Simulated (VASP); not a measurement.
Input:

```xyz
10
Lattice="3.5786 2.0661 6.5781 -3.5786 2.0661 6.5781 0.0000 -4.1322 6.5781" Properties=species:S:1:pos:R:3 pbc="T T T"
As     0.0000     0.0000     6.7400
As     0.0000     0.0000     3.1271
As     0.0000     0.0000    12.9942
As     0.0000     0.0000    16.6072
Te    -1.3640     2.0661    11.5117
Te    -1.1073    -2.2143    11.5117
Te     2.4713     0.1482    11.5117
Te     1.3640    -2.0661     8.2226
Te     1.1073     2.2143     8.2226
Te    -2.4713    -0.1482     8.2226
```

The numbers are results of PBEsol GGA, VASP's PBE PAW potentials (set 64) (plane waves; VASP), not measurements. Settings: 400 eV cut-off, 6×6×6 Γ-centred mesh, tetrahedra with Blöchl corrections, potentials As Te.

The cores are frozen, which limits the accuracy of field gradients.

Give the principal components of the electric field gradient (V/Å²) and the asymmetry η at each nucleus.

```tsv
atom	Vxx	Vyy	Vzz	η
As1	1.4	1.4	-2.9	0.00
As2	1.4	1.4	-2.9	0.00
As3	1.4	1.4	-2.9	0.00
As4	1.4	1.4	-2.9	0.00
Te5	158.6	133.3	-291.9	0.09
Te6	158.6	133.3	-291.9	0.09
Te7	158.6	133.3	-291.9	0.09
Te8	158.6	133.3	-291.9	0.09
Te9	158.6	133.3	-291.9	0.09
Te10	158.6	133.3	-291.9	0.09
```

The structure was generated: Te3As2 was put into the corundum type (R-3c), which need not be its known phase. It was relaxed first, which changed the volume by -7 %.
